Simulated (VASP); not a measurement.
```
AgI
1.0
    2.38488    -4.13073     0.00000
    2.38488     4.13073     0.00000
    0.00000     0.00000     7.79051
Ag I
2 2
Cartesian
  2.38488  -1.37691   3.89613
  2.38488   1.37691   0.00088
  2.38488  -1.37691   6.81582
  2.38488   1.37691   2.92056
```

Calculation: PW91 GGA, VASP's PBE PAW potentials (set 64) (plane waves; VASP). Run with 520 eV cut-off, 6×6×3 Γ-centred mesh, Gaussian smearing of 0.050 eV, potentials Ag I.

Unless said otherwise, spin-orbit coupling is left out, though it shifts the bands of the heavy elements here.

Task: Predict the energy per atom (σ→0), pressure, band gap (on the k-mesh) with the smallest direct gap where there is one.

Result: 
```
Property                                     Result
-----------------------------------  --------------
band gap (on the k-mesh)                    1.37 eV
smallest direct gap (on the k-mesh)         1.37 eV
energy per atom (σ→0)                -2.414 eV/atom
pressure                                 -13.0 kbar
```

The compound is AgI in the wurtzite structure. This cell is one point of a volume scan, at 1.06 of the reference volume.
